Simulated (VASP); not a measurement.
VASP input:

### KPOINTS
```
Automatic mesh
0
Gamma
7 7 4
0 0 0
```

### POSCAR
```
TcO2
1
    2.5989965260     0.0000000000     0.0000000000
   -1.2994726740     2.2507389019     0.0000000000
    0.0000000000     0.0000000000     4.1926212830
Tc O
1 2
Direct
  0.0000000000   0.0000000000   0.0000000000
  0.3333330000   0.6666670000   0.2520000000
  0.6666670000   0.3333330000   0.7480000000
```

INCAR:
```
SYSTEM = TcO2
PREC = Accurate
ENCUT = 520
EDIFF = 1E-6
NELM = 100
ALGO = Normal
LREAL = .FALSE.
LASPH = .TRUE.
ISMEAR = 0
SIGMA = 0.05
GGA = PE
LMAXMIX = 4
LWAVE = .FALSE.
LCHARG = .FALSE.
ISIF = 2
```

POTCAR, in this order: Tc_pv O (PBE.64 set). Program: vasp_std.

Output

File standard output:
```
 POSCAR found type information on POSCAR TcO
 POSCAR found :  2 types and       3 ions
 Reading from existing POTCAR
 Reading from existing POTCAR

 -----------------------------------------------------------------------------
|                                                                             |
|           W    W    AA    RRRRR   N    N  II  N    N   GGGG   !!!           |
|           W    W   A  A   R    R  NN   N  II  NN   N  G    G  !!!           |
|           W    W  A    A  R    R  N N  N  II  N N  N  G       !!!           |
|           W WW W  AAAAAA  RRRRR   N  N N  II  N  N N  G  GGG   !            |
|           WW  WW  A    A  R   R   N   NN  II  N   NN  G    G                |
|           W    W  A    A  R    R  N    N  II  N    N   GGGG   !!!           |
|                                                                             |
|     Inconsistent Bravais lattice types found for crystalline and            |
|     reciprocal lattice:                                                     |
|                                                                             |
|        Crystalline: base centered orthorhombic                              |
|        Reciprocal : simple monoclinic                                       |
|                    (instead of base centered orthorhombic)                  |
|                                                                             |
|     In most cases this is due to inaccuracies in the specification of       |
|     the crytalline lattice vectors.                                         |
|                                                                             |
|     Suggested SOLUTIONS:                                                    |
|      ) Refine the lattice parameters of your structure,                     |
|      ) and/or try changing SYMPREC.                                         |
|                                                                             |
 -----------------------------------------------------------------------------

 LDA part: xc-table for (Slater+PW92), standard interpolation

 -----------------------------------------------------------------------------
|                                                                             |
|     EEEEEEE  RRRRRR   RRRRRR   OOOOOOO  RRRRRR      ###     ###     ###     |
|     E        R     R  R     R  O     O  R     R     ###     ###     ###     |
|     E        R     R  R     R  O     O  R     R     ###     ###     ###     |
|     EEEEE    RRRRRR   RRRRRR   O     O  RRRRRR       #       #       #      |
|     E        R   R    R   R    O     O  R   R                               |
|     E        R    R   R    R   O     O  R    R      ###     ###     ###     |
|     EEEEEEE  R     R  R     R  OOOOOOO  R     R     ###     ###     ###     |
|                                                                             |
|     IBZKPT: not all point group operations associated with the symmetry     |
|     operators of the crystalline lattice are members of the point group     |
|     of the reciprocal lattice.                                              |
|                                                                             |
|       ---->  I REFUSE TO CONTINUE WITH THIS SICK JOB ... BYE!!! <----       |
|                                                                             |
 -----------------------------------------------------------------------------
```

Question: From input and log, find the fault in this run and mend it.

Answer: The cause: the lattice vectors carry noise near SYMPREC. VASP stops with an error: IBZKPT: not all point group operations associated with the symmetry operators of the crystalline lattice are members of the point group of the reciprocal lattice. ----> I REFUSE TO CONTINUE WITH THIS SICK JOB ... BYE!!! <---- To mend it, correct POSCAR.
POSCAR:
```
TcO2
1
    2.5989580000     0.0000000000     0.0000000000
   -1.2994790000     2.2507640000     0.0000000000
    0.0000000000     0.0000000000     4.1926590000
Tc O
1 2
Direct
  0.0000000000   0.0000000000   0.0000000000
  0.3333330000   0.6666670000   0.2520000000
  0.6666670000   0.3333330000   0.7480000000
```
The mended run (PBE GGA, plane waves, VASP's PBE PAW potentials (set 64)) converges, and its OSZICAR ends with
```
   1 F= -.20641845E+02 E0= -.20640167E+02  d E =-.335705E-02
```

The structure was generated: TcO2 was put into the CdI2 type (P-3m1), which need not be its known phase. The cell was not relaxed at this level.
